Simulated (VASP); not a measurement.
Given:

```
Pt
1.0
    0.00000     1.91230     1.91230
    1.91230     0.00000     1.91230
    1.91230     1.91230     0.00000
Pt
1
Cartesian
  0.00000   0.00000   0.00000
```

The numbers are results of LDA (Ceperley-Alder, Perdew-Zunger), VASP's LDA PAW potentials (set 64) (plane waves; VASP), not measurements. Numerical set-up: 500 eV cut-off, 16×16×16 Γ-centred mesh, first-order Methfessel-Paxton smearing of 0.10 eV, potentials Pt.

Energy and stress use the plane-wave basis of the starting cell.

### Question
The ions, cell shape and volume at an external pressure of 30.0 GPa are relaxed. Give the cell that the relaxation ends in.

### Answer

```
Pt
1.0
    0.00000     1.89767     1.89767
    1.89767     0.00000     1.89767
    1.89767     1.89767     0.00000
Pt
1
Direct
  0.00000   0.00000   0.00000
```
Space group Fm-3m (225), at a tolerance of 0.03 Å.

### Question
How do energy and volume change from the first to the last step?

### Answer
The energy (σ→0) changes by +49.3 meV/atom and the volume by -2.3 %, in 4 ionic steps.

The compound is Pt in the fcc structure. This run relaxes it under an external pressure of 30 GPa. Symmetry was kept, so distortions that lower it aren't found.
